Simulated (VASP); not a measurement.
**FCClBrH: atomic charges with PBE+TS**

Molecule: FCClBrH, in a box.

```xyz
5
Lattice="12.0000 0.0000 0.0000 0.0000 12.0000 0.0000 0.0000 0.0000 12.0000" Properties=species:S:1:pos:R:3 pbc="T T T"
F     5.5129    6.1546    7.2754
C     6.0314    6.0915    6.0424
Cl    7.3779    4.9694    6.0215
Br    4.6481    5.5767    4.7927
H     6.3886    7.0726    5.7401
```

| Item | Value |
| --- | --- |
| Program | VASP 6.6.1 |
| Task | atomic charges |
| Functional | PBE |
| Dispersion | TS |
| Potentials or basis | VASP PAW PBE potentials, release 64 (F, C, Cl, Br, H) |
| Cutoff | 520 eV |
| k mesh | 1 × 1 × 1 |
| Occupations | gaussian, width 0.01 eV |
| Spin | no spin polarisation |
| Further INCAR settings | ALGO = Fast; EDIFF = 1e-07 |

The largest force is 1.189 eV/Å. The gap between the frontier levels is 5.19 eV, the valence electrons inside the program's atomic spheres are F 6.12; C 2.38; Cl 5.12; Br 4.88; H 0.70 and the hirshfeld charges are F -0.07; C +0.08; Cl -0.03; Br -0.03; H +0.05 e. The dispersion energy per atom is -0.001 eV.

Forces in eV/Å, atoms in the order of the input:
```
F   -0.461  0.082  1.092
C    0.439  0.000 -0.658
Cl   0.290 -0.211 -0.014
Br  -0.350 -0.108 -0.331
H    0.082  0.237 -0.090
```

Levels at points of the mesh, in eV from the valence-band top:
```
           k point  band 10  band 11  band 12  band 13  band 14  band 15  band 16  band 17
(0.00, 0.00, 0.00)    -1.20    -0.71    -0.18     0.00     5.19     6.49     6.60     7.53
```

It took 4.1 min on 1 thread of AMD EPYC 7R43 64-Core Processor (Zen 3), on a shared host, peak memory 1.3 GiB.
